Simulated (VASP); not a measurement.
Energy against volume of Cu₂O (cuprite). Method: vdW-DF2, VASP's PBE PAW potentials (set 64) (plane waves; VASP). Run with 520 eV cut-off, 5×5×5 Γ-centred mesh, Gaussian smearing of 0.050 eV, potentials Cu O.

```tsv
V (Å³/atom)	E (eV/atom)
13.509	-1.95846
13.940	-1.97181
14.371	-1.97610
14.803	-1.97276
```

Q: Fit these four points and predict the energy of the run at 15.234 Å³/atom.

A: A cubic in V^(−2/3), the third-order Birch-Murnaghan form, passes through the four points with V0 = 14.39 Å³/atom and B0 = 94 GPa, and gives -1.9630 eV/atom there. The run gave -1.9630 eV/atom, +0.0 meV/atom from the fit; all five points give B0 = 94 GPa.

The compound is Cu2O in the cuprite structure. It was relaxed first, which changed the volume by +11 %.
